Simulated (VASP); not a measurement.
**SrHfAs2 with PBE + D3: from relaxation to properties**

What structure does SrHfAs2 take at this level, and what are its properties? The steps: rough relaxation of the start cell, relaxing cell and atoms (PBE + D3), single point with fields (PBE + D3), bands along the symmetry lines (PBE + D3), total and projected DOS (PBE + D3), bands along the symmetry lines (TB-mBJ), volume scan with PBE + D3, fit for PBE + D3, electric field gradients (PBE + D3) and vibrations at Γ (PBE + D3). The cell is invented: it takes the structure of a Materials Project entry for SrHfN2 (space group 166 there), with some of its atoms replaced by other elements, volume scaled by an estimate. It may not be a known or stable phase.

Calculated with VASP 6.6.1; PBE with D3; plane waves and PAW (Hf_pv, Sr_sv, As), in the first sound run; inputs show where later runs differ.

Most raw output is cut from this account.

## (1) The starting structure

Before any relaxation, the start is as follows. It takes space group R-3m (No. 166, trigonal). Conventional cell: a = 3.757 Å, b = 3.757 Å, c = 19.884 Å, α = 90.00°, β = 90.00°, γ = 120.00°. Nearest to Hf lie 6 As at 2.53 Å. Nearest to Sr lie 6 As at 2.95 Å. Nearest to As lie 3 Hf at 2.53 Å and 3 Sr at 2.95 Å. It derives from SrHfN2. it takes the structure of a Materials Project entry for SrHfN2 (space group 166 there), with some of its atoms replaced by other elements, volume scaled by an estimate. Farther neighbours are not listed.

As a file:

```cif
data_structure
_symmetry_space_group_name_H-M 'R-3m:H'
_symmetry_Int_Tables_number 166
_cell_length_a 3.7569
_cell_length_b 3.7569
_cell_length_c 19.8840
_cell_angle_alpha 90.000
_cell_angle_beta 90.000
_cell_angle_gamma 120.000
_cell_volume 243.05
loop_
_atom_site_label
_atom_site_type_symbol
_atom_site_symmetry_multiplicity
_atom_site_Wyckoff_symbol
_atom_site_fract_x
_atom_site_fract_y
_atom_site_fract_z
_atom_site_occupancy
Hf1 Hf 3 b 0.66667 0.33333 0.83333 1
Sr1 Sr 3 a 0.00000 0.00000 0.00000 1
As1 As 6 c 0.33333 0.66667 0.89930 1
```

## (2) Rough relaxation of the start cell

The start is only an estimate, so a cheap relaxation brings it near a minimum before any careful run. PBE, the usual starting point, adds the gradient of the density. A dispersion term adds the long-range attraction that semilocal functionals lack. D3 makes the C6 coefficients depend on coordination; zero damping switches the term off at short range.

Input file INCAR:

```
SYSTEM = SrHfAs2
PREC = Normal
ENCUT = 400
EDIFF = 1E-05
NELM = 60
ISMEAR = 0
SIGMA = 0.05
LREAL = .FALSE.
ALGO = Fast
GGA = PE
IVDW = 11
NBANDS = 21
LORBIT = 11
LWAVE = .FALSE.
LCHARG = .FALSE.
KPAR = 2
IBRION = 2
NSW = 40
ISIF = 3
EDIFFG = -0.04
```

Input file POSCAR:

```
SrHfAs2
1.0
    1.8784470000      1.0845220000      6.6280140000
   -1.8784470000      1.0845220000      6.6280140000
    0.0000000000     -2.1690440000      6.6280140000
Hf Sr As
1 1 2
Direct
    0.5000000000      0.5000000000      0.5000000000
    0.0000000000      0.0000000000      0.0000000000
    0.2326320000      0.2326320000      0.2326320000
    0.7673680000      0.7673680000      0.7673680000
```

Input file KPOINTS:

```
Automatic mesh
0
Gamma
5 5 5
0 0 0
```

Potentials, in the order of the species: Hf_pv, Sr_sv and As (PBE family, release 64).

Launch:

```console
mpirun -np 2 vasp_std
```

Wall time 3.1 min (2 MPI ranks of AMD EPYC 7R43, shared host); peak memory 0.41 GiB; 6.1 min of CPU time.

The k-mesh is coarse for a metal. Harder data sets than Hf_pv exist (the GW ones), and pressures, volumes and forces can shift noticeably with them. This relaxation is a rough one on cheap settings, only to bring the start near its minimum. After so large a change of volume the plane waves of the start cell no longer fit, so the final stress carries a basis-set error. The run keeps the 12 symmetry operations of its start, so it cannot find a distortion of lower symmetry.

Relaxation path:

```tsv
step	energy less that of the first step (eV)	largest force (eV/Å)	pressure (GPa)	volume (Å³)
1	0.0000	2.4592	21.78	81.02
2	-0.2756	0.8562	-10.32	117.77
3	-1.1006	0.2593	-0.72	98.15
4	-1.1015	0.2943	-0.48	97.74
5	-1.1015	0.3242	-0.19	97.38
6	-1.1090	0.2014	0.01	96.88
7	-1.1127	0.0306	0.28	96.19
8	-1.1128	0.0307	-0.22	96.81
```

```tsv
conventional cell, symmetrised	before	after	change
a (Å)	3.757	3.994	+6.3 %
b (Å)	3.757	3.994	+6.3 %
c (Å)	19.884	21.024	+5.7 %
volume (Å³/atom)	20.25	24.20	+19.5 %
```

The atoms that moved most (Å, as changes of fractional coordinates times the final cell):

```tsv
atom	dx	dy	dz	length
As4	0.000	0.000	-0.102	0.102
As3	0.000	0.000	0.102	0.102
```

Final coordinates:

```xyz
4
Lattice="1.9969 1.1529 7.0080 -1.9969 1.1529 7.0080 0.0000 -2.3058 7.0080" Properties=species:S:1:pos:R:3 pbc="T T T"
Hf    0.0000    0.0000   10.5120
Sr    0.0000    0.0000    0.0000
As    0.0000    0.0000    4.9931
As    0.0000    0.0000   16.0309
```

This step gave:

* electrons: 30
* bands: 21
* irreducible k-points: 19
* symmetry operations: 12
* free energy (TOTEN): -26.42 eV
* energy at zero smearing: -26.42 eV
* Fermi energy: 4.199 eV
* pressure: -0.2168 GPa
* metallic: yes
* SCF cycles over all ionic steps: 75

It ends with a largest force of 0.031 eV/Å and a pressure of -0.22 GPa.

## (3) Relaxing cell and atoms (PBE + D3)

Properties are meant for the cell that this level of theory prefers, so cell and atoms are relaxed first (ISIF = 3) until forces and stress are small; EDIFFG sets the threshold.

Input file INCAR:

```
SYSTEM = SrHfAs2
PREC = Accurate
ENCUT = 400
EDIFF = 1E-06
NELM = 100
ISMEAR = 0
SIGMA = 0.05
LREAL = .FALSE.
ALGO = Normal
GGA = PE
IVDW = 11
NBANDS = 21
LORBIT = 11
LWAVE = .FALSE.
LCHARG = .FALSE.
KPAR = 2
IBRION = 2
NSW = 60
ISIF = 3
EDIFFG = -0.01
```

Input file POSCAR:

```
SrHfAs2
1.0
    1.9969062587      1.1529145074      7.0079732216
   -1.9969062587      1.1529145074      7.0079732216
    0.0000000000     -2.3058290148      7.0079732216
Hf Sr As
1 1 2
Direct
    0.5000000000      0.5000000000      0.5000000000
    0.0000000000      0.0000000000      0.0000000000
    0.2374946683      0.2374946683      0.2374946683
    0.7625053317      0.7625053317      0.7625053317
```

Input file KPOINTS:

```
Automatic mesh
0
Gamma
7 7 7
0 0 0
```

Launch:

```console
mpirun -np 2 vasp_std
```

Run time: 5.8 min. Hardware: 2 MPI ranks; peak memory 0.69 GiB; 12 min of CPU time.

The steps of the relaxation:

```tsv
step	energy less that of the first step (eV)	largest force (eV/Å)	pressure (GPa)	volume (Å³)
1	0.0000	0.0277	-0.19	96.81
2	-0.0003	0.0037	0.14	96.40
3	-0.0003	0.0034	0.08	96.49
4	-0.0003	0.0049	0.06	96.51
5	-0.0004	0.0033	0.01	96.56
```

```tsv
conventional cell, symmetrised	before	after	change
a (Å)	3.994	3.986	-0.2 %
b (Å)	3.994	3.986	-0.2 %
c (Å)	21.024	21.048	+0.1 %
volume (Å³/atom)	24.20	24.14	-0.3 %
```

Final coordinates:

```cif
data_structure
_symmetry_space_group_name_H-M 'P 1'
_symmetry_Int_Tables_number 1
_cell_length_a 7.3839
_cell_length_b 7.3839
_cell_length_c 7.3839
_cell_angle_alpha 31.321
_cell_angle_beta 31.321
_cell_angle_gamma 31.321
_cell_volume 96.56
loop_
_atom_site_label
_atom_site_type_symbol
_atom_site_fract_x
_atom_site_fract_y
_atom_site_fract_z
_atom_site_occupancy
Hf1 Hf 0.50000 0.50000 0.50000 1
Sr2 Sr 0.00000 0.00000 0.00000 1
As3 As 0.23743 0.23743 0.23743 1
As4 As 0.76257 0.76257 0.76257 1
```

This step gave:

```
irreducible k-points            : 44
free energy (TOTEN)             : -26.45 eV
energy at zero smearing         : -26.45 eV
Fermi energy                    : 4.152 eV
pressure                        : 0.01213 GPa
SCF cycles over all ionic steps : 36
```

It ends with a largest force of 0.003 eV/Å and a pressure of 0.01 GPa.

## (4) Single point with fields (PBE + D3)

A single point on the relaxed cell gives a clean self-consistent state, with density, ELF and potential written out.

INCAR, as its differences from that of step 3:

```diff
@@ -14,7 +14,5 @@
 LWAVE = .FALSE.
-LCHARG = .FALSE.
-KPAR = 2
-IBRION = 2
-NSW = 60
-ISIF = 3
-EDIFFG = -0.01
+LCHARG = .TRUE.
+ISIF = 2
+LELF = .TRUE.
+LVHAR = .TRUE.
```

Input file POSCAR:

```
SrHfAs2
1.0
    1.9932022982      1.1507760240      7.0160841976
   -1.9932022982      1.1507760240      7.0160841976
    0.0000000000     -2.3015520480      7.0160841976
Hf Sr As
1 1 2
Direct
    0.5000000000      0.5000000000      0.5000000000
    0.0000000000      0.0000000000      0.0000000000
    0.2374279648      0.2374279648      0.2374279648
    0.7625720352      0.7625720352      0.7625720352
```

KPOINTS is that of step 3.

Launch:

```console
mpirun -np 2 vasp_std
```

Wall time 2.9 min (2 MPI ranks); peak memory 0.44 GiB.

Numbers from this step:

```yaml
scf_cycles: 14
bands: 22
pressure: 0.01288 GPa
```

Valence electrons inside each PAW sphere by angular momentum. Sphere charges, by row:

```tsv
atom	s (e)	p (e)	d (e)	tot (e)
Hf1	0.298	6.4	1.439	8.137
Sr2	2.017	5.781	0.271	8.07
As3	1.208	1.658	0.019	2.884
As4	1.208	1.658	0.019	2.884
```

Electrostatic potential energy in the ac plane of the cell as run, not the conventional one, at fractional y = 0.000, with atoms of Sr within 0.2 Å of it. With pseudopotentials it is smooth inside the atoms' cores, unlike the true potential.

Ten even steps from '0' (-24 eV) to '9' (3 eV), each cell a mean:
```
001478999999999998631
100257899899999999863
420136888888999999986
643234788877789999998
875434688875578999999
998655678875236899999
999877778987302689999
999888888998720378999
998888888999873257999
998778899999987557899
998766789999998777899
999863468999999888889
999874126899888888899
999987302689887788899
999998631478887667889
999999874368887544678
899999987667887533357
689999998877888642124
368999999988899853001
036899999999999974200
003689999999999986410
```
Columns run along a (7.4 Å; values clipped at the 3rd and 97th percentile), rows up along c (7.4 Å). Atoms in or near the plane, at fractional coordinates: Sr at (0.00, 0.00).

Valence density in the ac plane of the cell as run, not the conventional one, at fractional y = 0.000, with atoms of Sr within 0.2 Å of it. It is the smooth field of the valence electrons, not physical close to the nuclei.

Values in e/Å³, 11 rows by 16 columns, each cell a mean:
```
2.9 3.0 1.7 0.4 0.1 0.1 0.2 0.2 0.2 0.1 0.1 0.1 0.1 0.1 0.4 1.6
0.8 1.8 2.1 1.1 0.3 0.1 0.2 0.3 0.3 0.3 0.2 0.1 0.1 0.1 0.1 0.2
0.1 0.2 0.6 0.8 0.5 0.2 0.2 0.3 0.5 0.5 0.4 0.2 0.1 0.1 0.1 0.1
0.1 0.1 0.1 0.2 0.2 0.1 0.1 0.1 0.3 0.5 0.6 0.5 0.3 0.2 0.1 0.1
0.2 0.2 0.3 0.2 0.2 0.1 0.1 0.1 0.1 0.2 0.4 0.5 0.5 0.3 0.2 0.1
0.1 0.2 0.3 0.4 0.4 0.3 0.1 0.1 0.1 0.1 0.2 0.3 0.4 0.4 0.3 0.2
0.1 0.1 0.2 0.4 0.6 0.6 0.4 0.2 0.1 0.1 0.1 0.1 0.2 0.2 0.2 0.2
0.1 0.1 0.1 0.2 0.4 0.5 0.6 0.4 0.2 0.1 0.1 0.2 0.3 0.2 0.1 0.1
0.1 0.1 0.1 0.1 0.1 0.3 0.4 0.5 0.4 0.2 0.1 0.3 0.8 1.1 0.7 0.3
0.7 0.1 0.1 0.1 0.1 0.1 0.2 0.3 0.3 0.3 0.2 0.1 0.5 1.7 2.5 1.9
2.8 1.4 0.3 0.1 0.1 0.1 0.1 0.1 0.2 0.2 0.1 0.1 0.1 0.6 2.1 3.2
```
Columns run along a (7.4 Å), rows up along c (7.4 Å). Atoms in or near the plane, at fractional coordinates: Sr at (0.00, 0.00).

ELF in the ac plane of the cell as run, not the conventional one, at fractional y = 0.000, with atoms of Sr within 0.2 Å of it. It is the smooth field of the valence electrons, not physical close to the nuclei.

Values, 11 rows by 16 columns, each cell a mean:
```
0.66 0.69 0.78 0.35 0.16 0.46 0.62 0.58 0.44 0.30 0.27 0.25 0.14 0.07 0.35 0.73
0.56 0.77 0.81 0.77 0.32 0.24 0.64 0.77 0.76 0.64 0.39 0.19 0.12 0.08 0.06 0.16
0.14 0.24 0.51 0.69 0.56 0.17 0.33 0.73 0.82 0.83 0.77 0.56 0.26 0.12 0.14 0.17
0.45 0.44 0.29 0.19 0.20 0.12 0.09 0.41 0.76 0.83 0.84 0.82 0.69 0.37 0.21 0.30
0.47 0.67 0.72 0.65 0.44 0.22 0.08 0.11 0.42 0.73 0.82 0.83 0.83 0.72 0.45 0.29
0.32 0.54 0.75 0.82 0.81 0.75 0.54 0.24 0.11 0.25 0.52 0.72 0.80 0.79 0.70 0.45
0.36 0.28 0.51 0.77 0.83 0.84 0.82 0.69 0.32 0.07 0.08 0.19 0.39 0.60 0.67 0.59
0.34 0.21 0.19 0.43 0.72 0.83 0.84 0.82 0.70 0.27 0.10 0.27 0.32 0.21 0.24 0.35
0.10 0.11 0.11 0.13 0.30 0.59 0.78 0.82 0.80 0.63 0.20 0.32 0.73 0.76 0.56 0.24
0.52 0.14 0.06 0.10 0.15 0.22 0.42 0.64 0.74 0.72 0.50 0.17 0.49 0.81 0.77 0.76
0.67 0.70 0.27 0.08 0.23 0.34 0.33 0.32 0.42 0.53 0.53 0.32 0.12 0.50 0.77 0.62
```
Columns run along a (7.4 Å), rows up along c (7.4 Å). Atoms in or near the plane, at fractional coordinates: Sr at (0.00, 0.00).

In this run the pressure is 0.01 GPa, small enough to go on.

## (5) Bands along the symmetry lines (PBE + D3)

The mesh alone shows little of the dispersion and can miss band extrema, so KPOINTS_OPT adds a path through the symmetry points after the self-consistent cycle.

Input file INCAR:

```
SYSTEM = SrHfAs2
PREC = Accurate
ENCUT = 400
EDIFF = 1E-06
NELM = 100
ISMEAR = 0
SIGMA = 0.05
LREAL = .FALSE.
ALGO = Normal
GGA = PE
IVDW = 11
NBANDS = 29
LORBIT = 11
LWAVE = .FALSE.
LCHARG = .FALSE.
KPAR = 2
```

POSCAR is that of step 4.

KPOINTS is that of step 4.

Input file KPOINTS_OPT:

```
Line mode
16
Line-mode
Reciprocal
  0.00000000   0.00000000   0.00000000 GAMMA
  0.50000000   0.00000000   0.00000000 L

  0.50000000   0.00000000   0.00000000 L
  0.50000000   0.18460164  -0.18460164 B1

  0.81539836   0.50000000   0.18460164 B
  0.50000000   0.50000000   0.50000000 Z

  0.50000000   0.50000000   0.50000000 Z
  0.00000000   0.00000000   0.00000000 GAMMA

  0.00000000   0.00000000   0.00000000 GAMMA
  0.34230082   0.00000000  -0.34230082 X

  0.65769918   0.34230082   0.00000000 Q
  0.50000000   0.50000000   0.00000000 F

  0.50000000   0.50000000   0.00000000 F
  0.65769918   0.65769918   0.18460164 P1

  0.65769918   0.65769918   0.18460164 P1
  0.50000000   0.50000000   0.50000000 Z

  0.50000000   0.00000000   0.00000000 L
  0.81539836   0.34230082   0.34230082 P
```

Launch:

```console
mpirun -np 2 vasp_std
```

It took 7.8 min on 2 MPI ranks; peak memory 0.77 GiB; 16 min of CPU time.

Spin-orbit coupling is off here; with elements this heavy it splits and shifts levels by tenths of an eV or more.

Numbers from this step:

* bands: 29
* pressure: 0.01677 GPa

The electronic bands at the labelled points (eV, zero at the Fermi level; # counts the bands kept):

```tsv
point	#3	#4	#5	#6	#7	#8	#9	#10
Γ	-2.27	0.30	0.68	0.68	1.00	1.12	1.12	2.86
0.47 of the way	-2.29	-2.03	-0.67	-0.58	0.83	2.21	2.28	3.01
L	-2.15	-2.06	-1.88	-1.18	0.73	2.13	2.57	2.66
0.53 of the way	-2.56	-2.15	-1.89	-1.82	1.64	2.34	2.60	3.08
B1	-3.03	-2.08	-1.82	-1.81	1.32	2.31	2.59	3.94
jump to B	-3.03	-2.08	-1.82	-1.81	1.32	2.31	2.59	3.94
0.53 of the way	-2.01	-1.92	-1.27	-0.85	1.14	1.51	2.87	3.25
Z	-2.11	-2.06	-0.05	-0.05	1.26	1.26	1.67	2.64
0.53 of the way	-2.20	-0.86	0.30	0.30	1.18	1.18	1.50	2.90
Γ	-2.27	0.30	0.68	0.68	1.00	1.12	1.12	2.86
0.47 of the way	-2.67	-2.05	-1.38	-0.84	1.37	2.36	2.44	3.24
X	-3.04	-2.08	-1.89	-1.78	1.34	2.44	2.52	3.92
jump to Q	-3.04	-2.08	-1.89	-1.78	1.34	2.44	2.52	3.92
0.47 of the way	-2.55	-2.13	-1.86	-1.28	0.64	2.48	2.55	3.57
F	-2.36	-2.12	-0.87	-0.77	-0.32	2.39	2.60	3.28
0.53 of the way	-2.35	-2.11	-0.97	-0.79	-0.22	2.41	2.60	3.21
P1	-2.33	-2.09	-1.15	-0.84	-0.05	2.45	2.60	3.05
0.47 of the way	-2.01	-2.01	-0.84	-0.71	0.37	2.29	2.58	3.46
Z	-2.11	-2.06	-0.05	-0.05	1.26	1.26	1.67	2.64
jump to L	-2.15	-2.06	-1.88	-1.18	0.73	2.13	2.57	2.66
0.47 of the way	-2.25	-1.96	-1.76	-1.06	0.48	2.41	2.58	2.64
P	-2.33	-2.09	-1.15	-0.84	-0.05	2.45	2.60	3.05
```

Of the projections kept (Hf, Sr, As), the largest for each band there; the rest of the weight can lie on other orbitals:

```tsv
point	#3	#4	#5	#6	#7	#8	#9	#10
Γ	Hf 0.51	As 0.91	As 0.90	As 0.90	Hf 0.74	Hf 0.91	Hf 0.91	Sr 0.47
L	As 0.50	As 0.67	Hf 0.49	As 0.71	Hf 0.80	Sr 0.74	Hf 0.96	Hf 0.99
B1	As 0.55	As 0.63	As 0.60	As 0.58	Hf 0.84	Hf 0.76	Hf 0.86	Hf 0.55
B	As 0.55	As 0.63	As 0.60	As 0.58	Hf 0.84	Hf 0.76	Hf 0.86	Hf 0.55
Z	Hf 0.55	As 0.74	As 0.77	As 0.77	Hf 0.95	Hf 0.95	Hf 0.81	Sr 0.61
Γ	Hf 0.51	As 0.91	As 0.90	As 0.90	Hf 0.74	Hf 0.91	Hf 0.91	Sr 0.47
```

There is no gap at this level.

## (6) Total and projected DOS (PBE + D3)

A density of states needs more k-points than a total energy; ISMEAR = -5 takes tetrahedra, and LORBIT projects the states on the PAW spheres. The mesh is finer than in the run before.

INCAR, as its differences from that of step 5:

```diff
@@ -5,3 +5,3 @@
 NELM = 100
-ISMEAR = 0
+ISMEAR = -5
 SIGMA = 0.05
@@ -16 +16,2 @@
 KPAR = 2
+NEDOS = 2001
```

POSCAR is that of step 5.

Input file KPOINTS:

```
Automatic mesh
0
Gamma
10 10 10
0 0 0
```

Launch:

```console
mpirun -np 2 vasp_std
```

It took 7.7 min on 2 MPI ranks; peak memory 0.86 GiB.

With tetrahedra the forces and stress of a metal are not exact derivatives of the energy.

This step gave:

* SCF cycles: 16
* irreducible k-points: 116
* free energy (TOTEN): -26.46 eV
* Fermi energy: 4.227 eV
* pressure: 0.04835 GPa
* DOS at the Fermi level: 0.4982 states/eV/cell

The density of states has structure finer than the step of the table below, so its rows give means over 1 eV, whole bins alone (the curve runs from -12.0 to 2.83 eV). Peaks (eV: height): total -9.9: 15.3, -2.1: 11.9, 2.4: 6.58, 2.5: 14.4; Hf d -2.1: 2.74, 2.4: 3.20, 2.5: 8.62; As p -4.1: 0.738, -3.4: 1.20, -2.1: 3.44; Sr d -2.2: 0.220, 1.1: 0.107, 2.3: 0.376, 2.5: 0.506; As s -9.9: 9.25.

States under -12.0 eV and over 2.8 eV are left out. The density of states by energy, zero at the Fermi level; means over each step; values in states/eV/cell:

```tsv
energy (eV)	total	Hf d	As p	Sr d	As s
-11	0.755	0.00207	0.00374	9.5e-4	0.387
-10	3.34	0.0768	0.00457	0.0112	1.97
-9	0	0	0	0	0
-8	0	0	0	0	0
-7	0	0	0	0	0
-6	0	0	0	0	0
-5	0.176	0.00974	0.0378	0.00162	0.00222
-4	1.89	0.107	0.429	0.0204	0.0477
-3	2.75	0.279	0.699	0.0321	0.0204
-2	4.51	0.748	1.29	0.101	0.0141
-1	2.37	0.177	0.758	0.0892	0.00861
0	0.612	0.123	0.129	0.0307	0.00151
1	1.73	0.734	0.105	0.0614	0.00630
2	2.93	1.39	0.189	0.131	0.0223
```

The finer mesh and the other smearing move the Fermi level by +0.08 eV from the 7×7×7 run, one measure of the sampling error in the zero of the bands above. Of the states within 0.3 eV of the Fermi level, the largest shares in the PAW spheres are As p 21 %, Hf d 19 % and Sr d 5 %. The rest lies in smaller channels or between the spheres.

## (7) Bands along the symmetry lines (TB-mBJ)

This step: TB-mBJ; plane waves and PAW (Hf_pv, Sr_sv, As); invented cell (VASP 6.6.1).

Levels along the symmetry lines show where the bands peak and cross; KPOINTS_OPT computes them in the converged potential. TB-mBJ is a local potential fitted to gaps: it costs far less than a hybrid but gives no energy.

Input file INCAR:

```
SYSTEM = SrHfAs2
PREC = Accurate
ENCUT = 400
EDIFF = 1E-06
NELM = 150
ISMEAR = 0
SIGMA = 0.05
LREAL = .FALSE.
ALGO = Normal
METAGGA = MBJ
LASPH = .TRUE.
NBANDS = 29
LORBIT = 11
LWAVE = .FALSE.
LCHARG = .FALSE.
KPAR = 2
```

POSCAR is that of step 6.

Input file KPOINTS:

```
Automatic mesh
0
Gamma
7 7 7
0 0 0
```

KPOINTS_OPT is that of step 5.

Launch:

```console
mpirun -np 2 vasp_std
```

It took 12 min on 2 MPI ranks; peak memory 0.82 GiB.

This functional is a potential without an energy, so its energies, forces and stress mean nothing and are not read. The PAW data sets were made with PBE, which is usual practice but a small mismatch for other functionals.

This step gave:

* SCF cycles: 26
* irreducible k-points: 44
* Fermi energy: 4.356 eV

The electronic bands at the labelled points (eV, zero at the Fermi level; # counts the bands kept):

```tsv
point	#3	#4	#5	#6	#7	#8	#9	#10
Γ	-2.51	-0.02	0.36	0.36	1.18	1.22	1.22	2.72
0.47 of the way	-2.41	-2.30	-0.88	-0.81	0.95	2.36	2.43	3.13
L	-2.31	-2.23	-2.15	-1.44	0.81	2.31	2.78	2.84
0.53 of the way	-2.69	-2.41	-2.06	-2.05	1.74	2.49	2.76	3.15
B1	-3.18	-2.27	-2.08	-2.08	1.51	2.45	2.72	3.97
jump to B	-3.18	-2.27	-2.08	-2.08	1.51	2.45	2.72	3.97
0.53 of the way	-2.27	-2.06	-1.43	-1.05	1.28	1.58	2.92	3.24
Z	-2.36	-2.06	-0.32	-0.32	1.36	1.36	1.85	2.75
0.53 of the way	-2.45	-0.97	0.02	0.02	1.28	1.28	1.61	3.11
Γ	-2.51	-0.02	0.36	0.36	1.18	1.22	1.22	2.72
0.47 of the way	-2.80	-2.28	-1.59	-1.04	1.52	2.36	2.65	3.21
X	-3.19	-2.27	-2.14	-2.05	1.53	2.58	2.64	3.93
jump to Q	-3.19	-2.27	-2.14	-2.05	1.53	2.58	2.64	3.93
0.47 of the way	-2.71	-2.35	-2.09	-1.55	0.77	2.65	2.71	3.79
F	-2.58	-2.38	-1.15	-1.05	-0.16	2.61	2.71	3.52
0.53 of the way	-2.56	-2.37	-1.21	-1.07	-0.09	2.63	2.72	3.43
P1	-2.54	-2.34	-1.35	-1.11	0.05	2.67	2.72	3.26
0.47 of the way	-2.28	-2.16	-1.01	-0.92	0.50	2.40	2.67	3.29
Z	-2.36	-2.06	-0.32	-0.32	1.36	1.36	1.85	2.75
jump to L	-2.31	-2.23	-2.15	-1.44	0.81	2.31	2.78	2.84
0.47 of the way	-2.44	-2.22	-1.92	-1.33	0.56	2.60	2.78	2.81
P	-2.54	-2.34	-1.35	-1.11	0.05	2.67	2.72	3.26
```

Of the projections kept (Hf, Sr, As), the largest for each band there; the rest of the weight can lie on other orbitals:

```tsv
point	#3	#4	#5	#6	#7	#8	#9	#10
Γ	Hf 0.49	As 0.92	As 0.90	As 0.90	Hf 0.73	Hf 0.91	Hf 0.91	Sr 0.48
L	As 0.55	As 0.69	As 0.50	As 0.72	Hf 0.82	Sr 0.77	Hf 0.96	Hf 0.99
B1	As 0.57	As 0.65	As 0.59	As 0.61	Hf 0.84	Hf 0.77	Hf 0.87	Hf 0.68
B	As 0.57	As 0.65	As 0.59	As 0.61	Hf 0.84	Hf 0.77	Hf 0.87	Hf 0.68
Z	Hf 0.53	As 0.76	As 0.78	As 0.78	Hf 0.95	Hf 0.95	Hf 0.82	Sr 0.64
Γ	Hf 0.49	As 0.92	As 0.90	As 0.90	Hf 0.73	Hf 0.91	Hf 0.91	Sr 0.48
```

There is no gap at this level.

(Continued in part 2 of 2.)

[Lines on the potential files, build, host, timing and source positions are cut from VASP's logs without a mark.]

[Logs are printed without paths, hosts, clocks, repeated set-up lines and the standing remarks that a program may print on its own settings, such as how far it seeks lower states.]

[Hosts, paths, dates, database ids (printed as entryN), source tags and the programs' standing remarks are cut or masked in the printed files.]

[A measured line is paired with the nearest computed mode of its activity, which favours agreement.]
